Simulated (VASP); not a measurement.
Level of theory: PBE GGA, VASP's PBE PAW potentials (set 64) (plane waves; VASP 6.6.1).

VASP ran on this input.

### POSCAR
```
NiSi2
1
    0.0000000000     2.7255743733     2.7255743733
    2.7255743733    -0.0000000000     2.7255743733
    2.7255743733     2.7255743733     0.0000000000
Si Ni
2 1
Direct
  0.2500000000   0.2500000000   0.2500000000
  0.7500000000   0.7500000000   0.7500000000
  0.0000000000   0.0000000000   0.0000000000
```

**INCAR**
```
! general
SYSTEM =NiSi2
PREC   =Accurate
ENCUT  =400
LREAL  =.False.   ! projection in real space or not
LASPH  =.True.   ! aspherical one-centre terms

! electronic loop
EDIFF  =1E-6   ! SCF stop (eV)
NELM   =100   ! most electronic steps
ALGO   =Normal   ! blocked Davidson
LMAXMIX=4   ! l cut-off of mixed one-centre charges

! smearing
ISMEAR =1   ! Methfessel-Paxton
SIGMA  =0.1

! functional
GGA    =PE

! ions
IBRION =2
NSW    =60   ! most ionic steps
ISIF   =3
EDIFFG =-0.02   ! ionic stop

! output
LWAVE  =.False.
LCHARG =.False.
```

### KPOINTS
```
Automatic mesh
0
Gamma
9 9 9
0 0 0
```

POTCAR, in this order: Si Ni (PBE.64 set). Program: vasp_std.

Question: What will the output report for the number of irreducible k-points (NKPTS), number of bands (NBANDS), largest plane-wave count, number of space-group operations, FFT grid (NGX, NGY, NGZ)?

Answer: 
```
Quantity                                      Result
--------------------------------------  ------------
number of irreducible k-points (NKPTS)            35
number of bands (NBANDS)                          13
largest plane-wave count                         751
number of space-group operations                  48
FFT grid (NGX, NGY, NGZ)                28 × 28 × 28
```

The compound is NiSi2 in the fluorite structure. It was relaxed first. The start is the result of an earlier pass. The run is not spin-polarised, so no magnetic state was tried.
